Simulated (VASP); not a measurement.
## VGe (relaxed from the NbAs structure, space group I4_1md): computed properties

Computed with PBEsol GGA, VASP's PBE PAW potentials (set 64) (plane waves; VASP 6.6.1).

| Item | Result |
|---|---|
| space group | I4_1md (109) |
| cell | a = 3.2772 Å, b = 3.2772 Å, c = 11.1267 Å, α = 90.00°, β = 90.00°, γ = 90.00° |
| volume per atom | 14.94 Å³/atom |
| band gap (over mesh and band path) | none (metal, semimetal or under 0.01 eV) |
| cell moment | 0.00 μB |
| density | 6.87 g/cm³ |

```
CELL_PARAMETERS angstrom
     -1.63862     1.63862     5.56337
      1.63862    -1.63862     5.56337
      1.63862     1.63862    -5.56337
ATOMIC_POSITIONS crystal
  V  0.74927 0.74927 0.00000
  V  0.49927 0.99927 0.50000
  Ge 0.16673 0.16673 0.00000
  Ge 0.91673 0.41673 0.50000
```
Starting moments (μB, in the order of the record's atoms V V Ge Ge): 0.1 0.1 0.0 0.0.

The structure was generated: VGe was put into the NbAs type (I4_1md), which need not be its known phase. It was relaxed first. Symmetry was kept, so distortions that lower it aren't found.
